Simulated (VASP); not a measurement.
Level of theory: PBEsol GGA, VASP's PBE PAW potentials (set 64) (plane waves; VASP).

VASP ran on this input.

### KPOINTS
```
k-points along high-symmetry lines
15
Line-mode
Reciprocal
  0.000000   0.000000   0.000000 ! GAMMA
 -0.500000  -0.500000   0.000000 ! X

 -0.500000  -0.500000   0.000000 ! X
 -0.375000  -0.375000   0.250000 ! U

 -0.375000  -0.000000   0.375000 ! K
  0.000000   0.000000   0.000000 ! GAMMA

  0.000000   0.000000   0.000000 ! GAMMA
 -0.000000  -0.000000   0.500000 ! L

 -0.000000  -0.000000   0.500000 ! L
 -0.500000  -0.250000   0.250000 ! W

 -0.500000  -0.250000   0.250000 ! W
 -0.500000  -0.500000   0.000000 ! X
```

**INCAR**
```
SYSTEM=NbAs
PREC=Accurate; ENCUT=400; LREAL=.FALSE.
LASPH=.TRUE.; ICHARG=11
EDIFF=1E-7; NELM=100; ALGO=Normal
LMAXMIX=4
ISMEAR=0; SIGMA=0.05
GGA=PS
LWAVE=.FALSE.; LCHARG=.FALSE.; LORBIT=11
```

File POSCAR:
```
NbAs
4.0609960
  0.0000000000   0.7071067451   0.7071067451
  0.7071067451   0.0000000000   0.7071067451
  0.7071067451   0.7071067451   0.0000000000
Nb As
1 1
Cartesian
  0.0000000000   0.0000000000   0.0000000000
  0.3535533725   0.3535533725   0.3535533725
```

POTCAR, in this order: Nb_sv As (PBE.64 set). Program: vasp_std. Read from the step before: CHGCAR.

The run wrote:

File OSZICAR:
```
       N       E                     dE             d eps       ncg     rms          rms(c)
DAV:   1     0.115903778820E+03    0.11590E+03   -0.82806E+03  2412   0.107E+03
DAV:   2    -0.807512776700E+01   -0.12398E+03   -0.12039E+03  2995   0.347E+02
DAV:   3    -0.148511780608E+02   -0.67761E+01   -0.65250E+01  3741   0.648E+01
DAV:   4    -0.151684096231E+02   -0.31723E+00   -0.31426E+00  3318   0.133E+01
DAV:   5    -0.151816867778E+02   -0.13277E-01   -0.13254E-01  3798   0.226E+00
DAV:   6    -0.151818064133E+02   -0.11964E-03   -0.11962E-03  3233   0.219E-01
DAV:   7    -0.151818092250E+02   -0.28117E-05   -0.28121E-05  3394   0.284E-02
DAV:   8    -0.151818092801E+02   -0.55075E-07   -0.54838E-07  2735   0.419E-03
   1 F= -.15181809E+02 E0= -.15177322E+02  d E =-.897371E-02
```

OUTCAR:
```
 val. band max:        6.0524902179   @ k =   0.0000   0.0000   0.0357

 cond. band min:       6.0588940189   @ k =   0.0000   0.0000   0.0000



 k-point     1 :       0.0000    0.0000    0.0000
  band No.  band energies     occupation
      1     -49.2628      2.00000
      2     -25.3707      2.00000
      3     -25.3707      2.00000
      4     -25.3707      2.00000
      5      -5.8205      2.00000
      6       2.5181      2.00000
      7       2.5181      2.00000
      8       2.5181      2.00000
      9       6.0589      0.90717
     10       6.0589      0.90717
     11       8.3699      0.00000
     12      11.7705      0.00000
     13      11.7705      0.00000

 k-point     2 :      -0.0357   -0.0357    0.0000
  band No.  band energies     occupation
      1     -49.2627      2.00000
      2     -25.3718      2.00000
      3     -25.3711      2.00000
      4     -25.3711      2.00000
      5      -5.8061      2.00000
      6       2.4876      2.00000
      7       2.5289      2.00000
      8       2.5289      2.00000
      9       6.0330      1.46226
     10       6.0676      0.71777
     11       8.4318      0.00000
     12      11.7176      0.00000
     13      11.7527      0.00000

 k-point     3 :      -0.0714   -0.0714    0.0000
  band No.  band energies     occupation
      1     -49.2625      2.00000
      2     -25.3748      2.00000
      3     -25.3722      2.00000
      4     -25.3722      2.00000
      5      -5.7634      2.00000
      6       2.4016      2.00000
      7       2.5619      2.00000
      8       2.5619      2.00000
      9       5.9579      1.99388
     10       6.0933      0.27579
     11       8.6115      0.00000
     12      11.5588      0.00000
     13      11.6271      0.00000

 k-point     4 :      -0.1071   -0.1071    0.0000
  band No.  band energies     occupation
      1     -49.2622      2.00000
      2     -25.3799      2.00000
      3     -25.3739      2.00000
      4     -25.3739      2.00000
...
```

The density is held fixed in this step, so its total energy and stress have no physical meaning.

The structure was generated: NbAs was put into the zinc blende type (F-43m), which need not be its known phase. It was relaxed first, which changed the volume by -32 %.
